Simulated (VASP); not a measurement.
An input for Ansatz (written as the equivalent of a VASP run, and not itself run):

Ansatz 0.2 input:
```yaml
crystal:
  lattice:
    - [1.7736889, -3.0721194, 0.0000000]
    - [1.7736889, 3.0721194, 0.0000000]
    - [0.0000000, 0.0000000, 6.5538695]
  atoms:
    - { symbol: Ti, position: [0.0000000, 0.0000000, 0.0000000] }
    - { symbol: Se, position: [0.3333330, 0.6666670, 0.2356249] }
    - { symbol: Se, position: [0.6666670, 0.3333330, 0.7643751] }
kpoints:
  mp_grid: { grid: [10, 10, 5] }
hamiltonian:
  xc: pbe
  pseudopotentials: { kind: paw }
scf:
  occupations: { method: methfessel_paxton, width: 0.1 }
  max_iter: 100
relax:
  max_steps: 40
  f_tol: 0.02
  cell: {}
output: { forces: true, stress: true, eigenvalues: true }
```

**Question.** Translate this input to VASP (INCAR, KPOINTS, POSCAR, choice of POTCAR).

**Answer.** This is not unique; one that fits is 
File POSCAR:
```
TiSe2
1
    1.7736889388    -3.0721194297    -0.0000000000
    1.7736889388     3.0721194297     0.0000000000
   -0.0000000000    -0.0000000000     6.5538694842
Ti Se
1 2
Direct
  0.0000000000   0.0000000000   0.0000000000
  0.3333330000   0.6666670000   0.2356248656
  0.6666670000   0.3333330000   0.7643751344
```

### INCAR
```
! general
SYSTEM =TiSe2
PREC   =Accurate
ENCUT  =500
LREAL  =F
LASPH  =T

! electronic loop
EDIFF  =1E-6
NELM   =100
ALGO   =Normal
LMAXMIX=4

! smearing
ISMEAR =1
SIGMA  =0.1

! functional
GGA    =PE

! ions
IBRION =2
NSW    =40
ISIF   =3
EDIFFG =-0.02

! output
LWAVE  =F
LCHARG =F
```

**KPOINTS**
```
Automatic mesh
0
Gamma
 10 10 5
```

POTCAR, in this order: Ti_sv Se (PBE.64 set). Program: vasp_std.

The two are equivalent in intent, not identical: each code has its own PAW files, so the cut-off isn't converted (ENCUT is set for VASP's; basis.ecutwfc is left out, and Ansatz then takes the one that its files recommend); Ansatz stops its SCF on the density residual and VASP on the energy change (EDIFF).

The compound is TiSe2 in the 1T layered structure. It was relaxed first, which changed the volume by +10 %.
